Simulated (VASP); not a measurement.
# GaGe7 (P-43m) in VASP: settings compared

The runs below take GaGe7 through relaxation of cell and atoms, with PBE, LDA, PBEsol.

Program: VASP 6.6.1. These are calculated values, not measurements. Logs are shortened: lines on timing, memory, paths and dates and some standing lists are left out, and cuts for length are marked.

### 1 The structure

It takes space group P-43m (No. 215, cubic). Conventional cell: a = 5.761 Å, b = 5.761 Å, c = 5.761 Å, α = 90.00°, β = 90.00°, γ = 90.00°. Ga (site symmetry -43m) has 4 Ge at 2.49 Å as nearest neighbours. Ge (site symmetry -42m) has 4 Ge at 2.49 Å as nearest neighbours. Ge (site symmetry 3m) is surrounded by 1 Ga at 2.49 Å and 3 Ge at 2.49 Å.

The cell was built by a generator and needn't be a form met in nature.

### 2 Relaxation of cell and atoms, PBE

Input file INCAR:

```
PREC = Accurate ; ENCUT = 600
EDIFF = 1E-7 ; ISMEAR = 0
SIGMA = 0.05 ; LREAL = False
LASPH = True ; NELM = 60
ALGO = Normal ; ISIF = 3
LWAVE = False ; LCHARG = False
GGA = PE ; IBRION = 2
NSW = 40 ; EDIFFG = -0.005
LATTICE_CONSTRAINTS = .FALSE. .FALSE. .TRUE.
```

Input file KPOINTS:

```
Automatic mesh
0
Gamma
  7 7 7
```

Input file POSCAR:

```
GaGe7
1.0
    5.7614000000      0.0000000000      0.0000000000
    0.0000000000      5.7614000000      0.0000000000
    0.0000000000      0.0000000000      5.7614000000
Ga Ge
1 7
Direct
    0.0000000000      0.0000000000      0.0000000000
    0.0000000000      0.5000000000      0.5000000000
    0.5000000000      0.0000000000      0.5000000000
    0.5000000000      0.5000000000      0.0000000000
    0.2500000000      0.2500000000      0.2500000000
    0.2500000000      0.7500000000      0.7500000000
    0.7500000000      0.2500000000      0.7500000000
    0.7500000000      0.7500000000      0.2500000000
```

Potentials or basis: VASP PAW PBE potentials, release 64 (Ga_d, Ge_d).

Launch:

```sh
cat potpaw_PBE.64/Ga_d/POTCAR potpaw_PBE.64/Ge_d/POTCAR > POTCAR
mpirun -np 1 vasp_std > vasp.out
```

OUTCAR:

```text
PREC = Accurate
   ENCUT = 600
   EDIFF = 1E-7
   ISMEAR = 0
   LREAL = False
   LASPH = True
   NELM = 60
   ISIF = 3
   GGA = PE
   IBRION = 2
   NSW = 40
   EDIFFG = -0.005

 ion  position               nearest neighbor table
   1  0.000  0.000  0.000-   5 2.49   6 2.49   7 2.49   8 2.49
   2  0.000  0.500  0.500-   5 2.49   6 2.49   7 2.49   8 2.49
   3  0.500  0.000  0.500-   5 2.49   6 2.49   7 2.49   8 2.49
   4  0.500  0.500  0.000-   5 2.49   6 2.49   7 2.49   8 2.49
   5  0.250  0.250  0.250-   1 2.49   2 2.49   3 2.49   4 2.49
   6  0.250  0.750  0.750-   1 2.49   2 2.49   3 2.49   4 2.49
   7  0.750  0.250  0.750-   1 2.49   2 2.49   3 2.49   4 2.49
   8  0.750  0.750  0.250-   1 2.49   2 2.49   3 2.49   4 2.49

  LATTYP: Found a simple cubic cell.
 ALAT       =     5.7614000000

  Lattice vectors:

 A1 = (   5.7614000000,   0.0000000000,   0.0000000000)
 A2 = (   0.0000000000,   5.7614000000,   0.0000000000)
 A3 = (   0.0000000000,   0.0000000000,   5.7614000000)

Analysis of symmetry for initial positions (statically):
=====================================================================
 Subroutine PRICEL returns:
 Original cell was already a primitive cell.

 Routine SETGRP: Setting up the symmetry group for a
 simple cubic supercell.

 Subroutine GETGRP returns: Found 24 space group operations
 (whereof 24 operations were pure point group operations)
 out of a pool of 48 trial point group operations.

The static configuration has the point symmetry T_d .

Analysis of symmetry for dynamics (positions and initial velocities):
=====================================================================
 Subroutine PRICEL returns:
 Original cell was already a primitive cell.

 Routine SETGRP: Setting up the symmetry group for a
 simple cubic supercell.

 Subroutine GETGRP returns: Found 24 space group operations
 (whereof 24 operations were pure point group operations)
 out of a pool of 48 trial point group operations.

The dynamic configuration has the point symmetry T_d .

 Subroutine INISYM returns: Found 24 space group operations
 (whereof 24 operations are pure point group operations),
 and found     1 'primitive' translations

----------------------------------------------------------------------------------------

                                     Primitive cell

  volume of cell :     191.2424

  direct lattice vectors                    reciprocal lattice vectors
     5.761400000  0.000000000  0.000000000     0.173568924  0.000000000  0.000000000
     0.000000000  5.761400000  0.000000000     0.000000000  0.173568924  0.000000000
     0.000000000  0.000000000  5.761400000     0.000000000  0.000000000  0.173568924

  length of vectors
     5.761400000  5.761400000  5.761400000     0.173568924  0.173568924  0.173568924

  position of ions in fractional coordinates (direct lattice)
     0.000000000  0.000000000  0.000000000
     0.000000000  0.500000000  0.500000000
     0.500000000  0.000000000  0.500000000
     0.500000000  0.500000000  0.000000000
     0.250000000  0.250000000  0.250000000
     0.250000000  0.750000000  0.750000000
     0.750000000  0.250000000  0.750000000
     0.750000000  0.750000000  0.250000000

  ion indices of the primitive-cell ions
   primitive index   ion index
                 1           1
                 2           2
                 3           3
                 4           4
                 5           5
                 6           6
                 7           7
                 8           8

----------------------------------------------------------------------------------------

 KPOINTS: Automatic mesh

Automatic generation of k-mesh.
 Grid dimensions read from file:
 generate k-points for:    7    7    7

 Generating k-lattice:

  Cartesian coordinates                     Fractional coordinates (reciprocal lattice)
     0.024795561  0.000000000  0.000000000     0.142857143  0.000000000  0.000000000
     0.000000000  0.024795561  0.000000000     0.000000000  0.142857143  0.000000000
     0.000000000  0.000000000  0.024795561     0.000000000  0.000000000  0.142857143

  Length of vectors
     0.024795561  0.024795561  0.024795561

  Shift w.r.t. Gamma in fractional coordinates (k-lattice)
     0.000000000  0.000000000  0.000000000

 Subroutine IBZKPT returns following result:
 ===========================================

 Found     20 irreducible k-points:

 Following reciprocal coordinates:
            Coordinates               Weight
  0.000000  0.000000  0.000000      1.000000
  0.142857  0.000000  0.000000      6.000000
  0.285714  0.000000  0.000000      6.000000
  0.428571  0.000000  0.000000      6.000000
  0.142857  0.142857  0.000000     12.000000
  0.285714  0.142857  0.000000     24.000000
[... 12 lines left out ...]
  0.428571  0.428571  0.285714     24.000000
  0.428571  0.428571  0.428571      8.000000
   k-points           NKPTS =     20   k-points in BZ     NKDIM =     20   number of bands    NBANDS=     66
   number of dos      NEDOS =    301   number of ions     NIONS =      8
   total plane-waves  NPLWV = 110592
   dimension x,y,z NGX =    48 NGY =   48 NGZ =   48
   dimension x,y,z NGXF=    96 NGYF=   96 NGZF=   96
   ions per type =               1   7
   NGX,Y,Z   is equivalent  to a cutoff of  13.85, 13.85, 13.85 a.u.
   NGXF,Y,Z  is equivalent  to a cutoff of  27.70, 27.70, 27.70 a.u.
 SYSTEM =  unknown system
   PREC   = accura    normal or accurate (medium, high low for compatibility)
   ISTART =      0    job   : 0-new  1-cont  2-samecut
   ICHARG =      2    charge: 1-file 2-atom 10-const
   ISPIN  =      1    spin polarized calculation?
   LNONCOLLINEAR =      F non collinear calculations
   LSORBIT =      F    spin-orbit coupling
   LASPH  =      T    aspherical Exc in radial PAW
   ENCUT  =  600.0 eV  44.10 Ry    6.64 a.u.  11.51 11.51 11.51*2*pi/ulx,y,z
   NELM   =     60;   NELMIN=  2; NELMDL= -5     # of ELM steps
   EDIFF  = 0.1E-06   stopping-criterion for ELM
   LREAL  =      F    real-space projection
   EDIFFG = -.5E-02   stopping-criterion for IOM
   NSW    =     40    number of steps for IOM
   IBRION =      2    ionic relax: 0-MD 1-quasi-New 2-CG
   NFREE  =      1    steps in history (QN), initial steepest desc. (CG)
   ISIF   =      3    stress and relaxation
   ISYM   =      2    0-nonsym 1-usesym 2-fastsym
   POTIM  = 0.5000    time-step for ionic-motion
   TEBEG  =    0.0;   TEEND  =   0.0 temperature during run
   PSTRESS=    0.0 pullay stress
   NELECT =     111.0000    total number of electrons
   NUPDOWN=      -1.0000    fix difference up-down
   EMIN   =  10.00;   EMAX   =-10.00  energy-range for DOS
   EFERMI =   0.00;   METHOD = LEGACY
   ISMEAR =     0;   SIGMA  =   0.05  broadening in eV -4-tet -1-fermi 0-gaus
   EFERMI_NEDOS =   21; number of points for ismear=-14 and -15
   IALGO  =     38    algorithm
   IMIX   =      4    mixing-type and parameters
     AMIX     =   0.40;   BMIX     =  1.00
     AMIX_MAG =   1.60;   BMIX_MAG =  1.00
  volume/ion in A,a.u.               =      23.91       161.32
  Fermi-wavevector in a.u.,A,eV,Ry     =   1.365593  2.580596 25.372728  1.864843
  Thomas-Fermi vector in A             =   2.491807
   LORBIT       =      0    0 simple, 1 ext, 2 COOP (PROOUT), +10 PAW based schemes
   GGA     = PE    functional components
   LHFCALC =     F    Hartree Fock is set to
   AEXX    =    0.0000 exact exchange contribution
   IVDW    =     0    specifies the selected vdW correction
   LEPSILON=     F    determine dielectric tensor
   LRPA    =     F    only Hartree local field effects (RPA)
 conjugate gradient relaxation of ions
 non-spin polarized calculation
 Gauss-broadening in eV      SIGMA  =   0.05
  energy-cutoff  :      600.00
  volume of cell :      191.24
 maximum number of plane-waves:      6411
 NGX is ok and might be reduce to    48
   NGX = 23   NGY = 23   NGZ = 23

--------------------------------------- Ionic step        1  -------------------------------------------

 number of electron     111.0000031 magnetization

 Free energy of the ion-electron system (eV)
  ---------------------------------------------------
  ext. energy  EPLUGINS =         0.00000000
  ---------------------------------------------------
  free energy    TOTEN  =       -34.24670307 eV

  energy without entropy =      -34.24168425  energy(sigma->0) =      -34.24419366

------------------------ aborting loop because EDIFF is reached ----------------------------------------

  FORCE on cell =-STRESS in cart. coord.  units (eV):
  Direction    XX          YY          ZZ          XY          YZ          ZX
  --------------------------------------------------------------------------------------
  -------------------------------------------------------------------------------------
  Total        0.2547406      0.2547406      0.2547406     -0.0000000      0.0000000     -0.0000000
  in kB        2.1341482      2.1341482      2.1341482     -0.0000000      0.0000000     -0.0000000
  external PRESSURE =       2.1341482 kB  Pullay stress =       0.0000000 kB

 VOLUME and BASIS-vectors are now :
 -----------------------------------------------------------------------------
  energy-cutoff  :      600.00
  volume of cell :      191.24
      direct lattice vectors                 reciprocal lattice vectors
     5.761400000  0.000000000  0.000000000     0.173568924  0.000000000  0.000000000
     0.000000000  5.761400000  0.000000000     0.000000000  0.173568924  0.000000000
     0.000000000  0.000000000  5.761400000     0.000000000  0.000000000  0.173568924
[... 211 lines left out ...]
 POSITION                                       TOTAL-FORCE (eV/Angst)
 -----------------------------------------------------------------------------------
      0.00000      0.00000      0.00000        -0.000000     -0.000000     -0.000000
      0.00000      2.88070      2.88940         0.000000     -0.000000     -0.000000
      2.88070      0.00000      2.88940        -0.000000     -0.000000     -0.000000
      2.88070      2.88070      5.77879         0.000000     -0.000000     -0.000000
      1.42967      1.42967      1.43400         0.009137      0.009137      0.009165
      1.42967      4.33173      4.34480         0.009137     -0.009137     -0.009165
      4.33173      1.42967      4.34480        -0.009137      0.009137     -0.009165
      4.33173      4.33173      1.43400        -0.009137     -0.009137      0.009165
 -----------------------------------------------------------------------------------
    total drift:                                0.000000      0.000000      0.000000

  FREE ENERGIE OF THE ION-ELECTRON SYSTEM (eV)
  ---------------------------------------------------
  free  energy   TOTEN  =       -34.2707970435 eV

  energy  without entropy=      -34.2658175453  energy(sigma->0) =      -34.26830729

--------------------------------------- Ionic step        7  -------------------------------------------

 number of electron     111.0008450 magnetization

 Free energy of the ion-electron system (eV)
  ---------------------------------------------------
  ext. energy  EPLUGINS =         0.00000000
  ---------------------------------------------------
  free energy    TOTEN  =       -34.26946928 eV

  energy without entropy =      -34.26449858  energy(sigma->0) =      -34.26698393

 E-fermi :   3.6402     XC(G=0):  -9.6521

 val. band max:        3.6172656273   @ k =   0.2857   0.0000   0.0000
 cond. band min:       3.6477710665   @ k =   0.2857   0.1429   0.1429
 fundamental gap:      0.0305054393
 Fermi energy:         3.6402134870

 k-point     1 :       0.0000    0.0000    0.0000
  band No.  band energies     occupation
      1     -20.5443      2.00000
      2     -20.5425      2.00000
      3     -20.5260      2.00000
      4     -20.5260      2.00000
      5     -20.5112      2.00000
      6     -20.5112      2.00000
[... 1391 lines left out ...]
 POSITION                                       TOTAL-FORCE (eV/Angst)
 -----------------------------------------------------------------------------------
      0.00000      0.00000      0.00000         0.000000      0.000000     -0.000000
      0.00000      2.88070      2.88880         0.000000      0.000000     -0.000000
      2.88070      0.00000      2.88880         0.000000     -0.000000      0.000000
      2.88070      2.88070      0.00000         0.000000      0.000000     -0.000000
      1.43040      1.43040      1.43443         0.000515      0.000515      0.000516
      1.43040      4.33100      4.34317         0.000515     -0.000515     -0.000516
      4.33100      1.43040      4.34317        -0.000515      0.000515     -0.000516
      4.33100      4.33100      1.43443        -0.000515     -0.000515      0.000516
 -----------------------------------------------------------------------------------
    total drift:                                0.000000      0.000000      0.000000

  FREE ENERGIE OF THE ION-ELECTRON SYSTEM (eV)
  ---------------------------------------------------
  free  energy   TOTEN  =       -34.2694692843 eV

  energy  without entropy=      -34.2644985832  energy(sigma->0) =      -34.26698393

 reached required accuracy - stopping structural energy minimisation
```

Run time: 14 min. Hardware: 1 thread of Intel Xeon 6975P-C (Granite Rapids), shared host; peak memory 0.48 GiB.

Results:

```
Free energy                            : -34.2695 eV
Relaxed volume                         : 23.97 Å³/atom
Relaxed cell                           : a = 5.761 Å, b = 5.761 Å, c = 5.778 Å, α = 90.00°, β = 90.00°, γ = 90.00°
Space group after relaxing (to 0.05 Å) : P-43m (No. 215)
Energy gained by relaxing              : 2.8 meV/atom
Ionic steps                            : 7
Pressure after relaxing                : 0.0 GPa
Band gap on the k mesh                 : none (metal or under the smearing width)
```

The path:
```csv
step,energy change (eV),largest force (eV/Å),pressure (GPa),volume (Å³)
1,0.0000,0.1951,0.21,191.24
2,-0.0135,0.0882,0.11,191.54
3,-0.0143,0.0814,0.10,191.56
4,-0.0158,0.0677,0.08,191.59
5,-0.0188,0.0399,0.06,191.67
6,-0.0241,0.0158,0.01,191.82
7,-0.0228,0.0009,0.02,191.78
```

Final structure:
```yaml
crystal:
  lattice:
    - [5.76140, 0.00000, 0.00000]
    - [0.00000, 5.76140, 0.00000]
    - [0.00000, 0.00000, 5.77760]
  atoms:
    - { symbol: Ga, position: [0.00000, 0.00000, 0.00000] }
    - { symbol: Ge, position: [0.00000, 0.50000, 0.50000] }
    - { symbol: Ge, position: [0.50000, 0.00000, 0.50000] }
    - { symbol: Ge, position: [0.50000, 0.50000, 0.00000] }
    - { symbol: Ge, position: [0.24827, 0.24827, 0.24827] }
    - { symbol: Ge, position: [0.24827, 0.75173, 0.75173] }
    - { symbol: Ge, position: [0.75173, 0.24827, 0.75173] }
    - { symbol: Ge, position: [0.75173, 0.75173, 0.24827] }
```

Levels at points of the mesh, in eV from the Fermi level:
| k point | band 52 | band 53 | band 54 | band 55 | band 56 | band 57 | band 58 | band 59 | band 60 | band 61 |
| --- | --- | --- | --- | --- | --- | --- | --- | --- | --- | --- |
| (0.00, 0.00, 0.00) | -1.80 | -1.80 | 0.56 | 0.93 | 0.94 | 0.94 | 1.53 | 1.54 | 1.68 | 1.68 |

[end of part 1 of 2]
